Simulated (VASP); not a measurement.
These are r2SCAN meta-GGA, VASP's PBE PAW potentials (set 64) (plane waves; VASP) values and carry that method's errors.

VASP ran on this input.

INCAR:
```
SYSTEM = Br atom
PREC = Normal; ENCUT = 520; LREAL = .FALSE.
LASPH = .TRUE.; ISYM = 0
EDIFF = 1E-6; NELM = 200; ALGO = All
LMAXMIX = 4; LMIXTAU = .TRUE.
ISMEAR = 0; SIGMA = 0.01
METAGGA = R2SCAN
ISPIN = 2; MAGMOM = 1; NUPDOWN = 1
LWAVE = .FALSE.; LCHARG = .FALSE.; LORBIT = 10
```

POSCAR:
```
Br atom
13.0
  0.9230769231   0.0000000000   0.0000000000
  0.0000000000   0.9615384615   0.0000000000
  0.0000000000   0.0000000000   1.0000000000
Br
1
direct
  0.0000000000   0.0000000000   0.0000000000
```

File KPOINTS:
```
K-points
0
G
1 1 1
0 0 0
```

POTCAR, in this order: Br (PBE.64 set). Program: vasp_gam. Read from the step before: WAVECAR.

Output of the run:

File OSZICAR:
```
       N       E                     dE             d eps       ncg     rms           ort
SDA:   1    -0.116391506097E+02   -0.11639E+02    0.00000E+00     8   0.551E-01   0.000E+00
CGA:   2    -0.116535512636E+02   -0.14401E-01   -0.14376E-01     8   0.127E-01   0.568E-03
SDA:   3    -0.117241722676E+02   -0.70621E-01   -0.70791E-01     8   0.220E+01   0.203E-02
CGA:   4    -0.118726310752E+02   -0.14846E+00   -0.39997E+00     8   0.123E+00   0.454E-01
CGA:   5    -0.119195439754E+02   -0.46913E-01   -0.46921E-01     8   0.630E-01  -0.275E-03
CGA:   6    -0.119357554976E+02   -0.16212E-01   -0.16207E-01     8   0.103E-01  -0.435E-04
CGA:   7    -0.119394919795E+02   -0.37365E-02   -0.37368E-02     8   0.282E-02   0.280E-05
CGA:   8    -0.119403150144E+02   -0.82303E-03   -0.82270E-03     8   0.676E-03  -0.534E-05
CGA:   9    -0.119405830968E+02   -0.26808E-03   -0.26724E-03     8   0.160E-03   0.566E-05
CGA:  10    -0.119406430141E+02   -0.59917E-04   -0.60056E-04     8   0.452E-04  -0.186E-05
CGA:  11    -0.119406594536E+02   -0.16440E-04   -0.16382E-04     8   0.956E-05   0.161E-06
CGA:  12    -0.119406630996E+02   -0.36460E-05   -0.36862E-05     8   0.200E-05   0.419E-06
SDA:  13    -0.119406637994E+02   -0.69975E-06   -0.70268E-06     8   0.502E-06   0.526E-06
   1 F= -.11940664E+02 E0= -.11940664E+02  d E =-.240121E-14  mag=     1.0000
```

**OUTCAR**
```
------------------------ aborting loop because EDIFF is reached ----------------------------------------
  FORCE on cell =-STRESS in cart. coord.  units (eV):
  Direction    XX          YY          ZZ          XY          YZ          ZX
  --------------------------------------------------------------------------------------
  Total       -0.0036734     -0.0034853     -0.0043965     -0.0007571     -0.0005717      0.0004499
  in kB       -0.0030181     -0.0028636     -0.0036123     -0.0006220     -0.0004698      0.0003696
  external PRESSURE =      -0.0031647 kB  Pullay stress =       0.0000000 kB
  volume of cell :     1950.00
      direct lattice vectors                 reciprocal lattice vectors
    12.000000000  0.000000000  0.000000000     0.083333333  0.000000000  0.000000000
     0.000000000 12.500000000  0.000000000     0.000000000  0.080000000  0.000000000
     0.000000000  0.000000000 13.000000000     0.000000000  0.000000000  0.076923077
 POSITION                                       TOTAL-FORCE (eV/Angst)
 -----------------------------------------------------------------------------------
      0.00000      0.00000      0.00000         0.000002      0.000000     -0.000000
 -----------------------------------------------------------------------------------
    total drift:                                0.000002      0.000000     -0.000000
  FREE ENERGIE OF THE ION-ELECTRON SYSTEM (eV)
  ---------------------------------------------------
  free  energy   TOTEN  =       -11.9406637994 eV

  energy  without entropy=      -11.9406637994  energy(sigma->0) =      -11.94066380

 total charge

# of ion       s       p       d       tot
------------------------------------------
    1        1.619   3.076   0.002   4.696

 magnetization (x)

# of ion       s       p       d       tot
------------------------------------------
    1        0.017   0.655   0.001   0.672
```
(Selected blocks of OUTCAR.)

The atom may not be in its lowest state.

The cell is a free atom in a box.
